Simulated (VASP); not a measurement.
Consider the following.

```
CELL_PARAMETERS angstrom
     10.93707     0.00000     0.00000
      0.00000    10.93707     0.00000
      0.00000     0.00000    10.93707
ATOMIC_POSITIONS crystal
  Si 0.50000 0.00000 0.00000
  Si 0.62500 0.12500 0.12500
  Si 0.75000 0.25000 0.00000
  Si 0.87500 0.37500 0.12500
  Si 0.75000 0.00000 0.25000
  Si 0.87500 0.12500 0.37500
  Si 0.00000 0.00000 0.00000
  Si 0.12500 0.12500 0.12500
  Si 0.25000 0.25000 0.00000
  Si 0.37500 0.37500 0.12500
  Si 0.50000 0.50000 0.00000
  Si 0.62500 0.62500 0.12500
  Si 0.75000 0.75000 0.00000
  Si 0.87500 0.87500 0.12500
  Si 0.25000 0.00000 0.25000
  Si 0.37500 0.12500 0.37500
  Si 0.50000 0.25000 0.25000
  Si 0.62543 0.37930 0.37866
  Si 0.75000 0.50000 0.25000
  Si 0.87500 0.62500 0.37500
  Si 0.50000 0.00000 0.50000
  Si 0.62500 0.12500 0.62500
  Si 0.75000 0.25000 0.50000
  Si 0.87500 0.37500 0.62500
  Si 0.75000 0.00000 0.75000
  Si 0.87500 0.12500 0.87500
  Si 0.00000 0.50000 0.00000
  Si 0.12500 0.62500 0.12500
  Si 0.25000 0.75000 0.00000
  Si 0.37500 0.87500 0.12500
  Si 0.00000 0.25000 0.25000
  Si 0.12500 0.37500 0.37500
  Si 0.25000 0.50000 0.25000
  Si 0.37597 0.62676 0.37537
  Si 0.50000 0.75000 0.25000
  Si 0.62500 0.87500 0.37500
  Si 0.00000 0.00000 0.50000
  Si 0.12500 0.12500 0.62500
  Si 0.25000 0.25000 0.50000
  Si 0.37612 0.37931 0.62652
  Si 0.62281 0.62123 0.62660
  Si 0.75000 0.75000 0.50000
  Si 0.87500 0.87500 0.62500
  Si 0.25000 0.00000 0.75000
  Si 0.37500 0.12500 0.87500
  Si 0.50000 0.25000 0.75000
  Si 0.62500 0.37500 0.87500
  Si 0.75000 0.50000 0.75000
  Si 0.87500 0.62500 0.87500
  Si 0.00000 0.75000 0.25000
  Si 0.12500 0.87500 0.37500
  Si 0.00000 0.50000 0.50000
  Si 0.12500 0.62500 0.62500
  Si 0.25000 0.75000 0.50000
  Si 0.37500 0.87500 0.62500
  Si 0.00000 0.25000 0.75000
  Si 0.12500 0.37500 0.87500
  Si 0.25000 0.50000 0.75000
  Si 0.37500 0.62500 0.87500
  Si 0.50000 0.75000 0.75000
  Si 0.62500 0.87500 0.87500
  Si 0.00000 0.75000 0.75000
  Si 0.12500 0.87500 0.87500
  Sn 0.49951 0.49746 0.50355
```
Cell charge +1.

The numbers are results of PBE GGA, VASP's PBE PAW potentials (set 64) (plane waves; VASP 6.6.1), not measurements. Numerical set-up: PREC = Normal, LREAL = Auto, ISYM = 0, NELECT = 255.0, EDIFF = 1E-5, 400 eV cut-off, 1×1×1 Γ-centred mesh, Gaussian smearing of 0.050 eV, potentials Si Sn. Starting moments (MAGMOM): 64*0.0156. The cell's moment is fixed (NUPDOWN = 1).

The cell is charged, with a uniform compensating background. The supercell is sampled at Γ alone, which is coarse: total energies, pressure and levels can be off, energies of defects by several tenths of an eV.

Problem. The ions are relaxed. Give the cell that the relaxation ends in.

Solution. 
```
CELL_PARAMETERS angstrom
     10.93707     0.00000     0.00000
      0.00000    10.93707     0.00000
      0.00000     0.00000    10.93707
ATOMIC_POSITIONS crystal
  Si 0.49972 0.99997 0.00008
  Si 0.62532 0.12392 0.12424
  Si 0.75002 0.24970 0.99996
  Si 0.87632 0.37493 0.12418
  Si 0.75003 0.99978 0.24991
  Si 0.87651 0.12392 0.37501
  Si 0.99984 0.99985 0.99972
  Si 0.12528 0.12529 0.12533
  Si 0.24993 0.24988 0.00013
  Si 0.37532 0.37523 0.12518
  Si 0.49987 0.49984 0.99994
  Si 0.62504 0.62506 0.12494
  Si 0.74995 0.74998 0.99994
  Si 0.87500 0.87502 0.12532
  Si 0.24992 0.00026 0.24992
  Si 0.37534 0.12525 0.37537
  Si 0.50019 0.24767 0.24755
  Si 0.63466 0.36631 0.36636
  Si 0.75255 0.50001 0.24729
  Si 0.87538 0.62517 0.37534
  Si 0.49987 0.99993 0.49979
  Si 0.62495 0.12500 0.62502
  Si 0.75262 0.24726 0.49978
  Si 0.87549 0.37513 0.62514
  Si 0.74984 0.00010 0.74988
  Si 0.87498 0.12524 0.87504
  Si 0.99973 0.49977 0.00017
  Si 0.12382 0.62536 0.12415
  Si 0.24973 0.75011 0.99999
  Si 0.37490 0.87656 0.12412
  Si 0.00013 0.24988 0.24984
  Si 0.12507 0.37526 0.37527
  Si 0.24749 0.50005 0.24739
  Si 0.36597 0.63479 0.36606
  Si 0.49991 0.75260 0.24721
  Si 0.62510 0.87531 0.37538
  Si 0.99968 0.99982 0.49972
  Si 0.12378 0.12375 0.62542
  Si 0.24729 0.24737 0.50001
  Si 0.36529 0.36584 0.63547
  Si 0.63456 0.63446 0.63534
  Si 0.75221 0.75217 0.50010
  Si 0.87624 0.87640 0.62550
  Si 0.24987 0.99982 0.74996
  Si 0.37495 0.12380 0.87669
  Si 0.49979 0.24718 0.75268
  Si 0.62507 0.37503 0.87566
  Si 0.75265 0.49973 0.75272
  Si 0.87657 0.62540 0.87663
  Si 0.99984 0.75010 0.24988
  Si 0.12384 0.87666 0.37502
  Si 0.99991 0.49988 0.49978
  Si 0.12481 0.62512 0.62503
  Si 0.24719 0.75267 0.49973
  Si 0.37519 0.87541 0.62510
  Si 0.99989 0.24982 0.75000
  Si 0.12367 0.37496 0.87690
  Si 0.24678 0.50010 0.75300
  Si 0.37506 0.62520 0.87574
  Si 0.49988 0.75262 0.75268
  Si 0.62539 0.87665 0.87668
  Si 0.99994 0.75001 0.74987
  Si 0.12524 0.87501 0.87503
  Sn 0.49947 0.49976 0.50043
```
Cell charge +1. The cell ends with 1.00 μB, on the first 30 sites 0.01 0.01 0.01 0.01 0.01 0.01 0.01 0.01 0.01 0.01 0.01 0.01 0.01 0.01 0.01 0.01 0.01 0.01 0.01 0.01 0.01 0.01 0.01 0.01 0.01 0.01 0.01 0.01 0.01 0.01 μB.

Problem. How much energy does the relaxation gain?

Solution. The energy (σ→0) changes by -19.6 meV/atom, in 10 ionic steps.

The cell is a supercell with a defect, built from Si (diamond): Sn_Si, charge +1.
